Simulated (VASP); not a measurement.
```yaml
crystal:
  lattice:
    - [2.83187, 0.00000, 0.00000]
    - [-1.41594, 2.45248, 0.00000]
    - [0.00000, 0.00000, 9.37660]
  atoms:
    - { symbol: Al, position: [0.00000, 0.00000, 0.00000] }
    - { symbol: Al, position: [0.00000, 0.00000, 0.50000] }
    - { symbol: Al, position: [0.33333, 0.66667, 0.25000] }
    - { symbol: Al, position: [0.66667, 0.33333, 0.75000] }
```

Computed with PBEsol GGA, VASP's PBE PAW potentials (set 64) (plane waves; VASP). Numerical set-up: 400 eV cut-off, Gaussian smearing of 0.050 eV, potentials Al.

### Question
What does the run give for the band gap (along the path) with the smallest direct gap where there is one?

### Answer

The band gap (along the path) is none (metal, semimetal or under 0.01 eV).

The structure was generated: Al was put into the dhcp type (P6_3/mmc), which need not be its known phase. It was relaxed first.
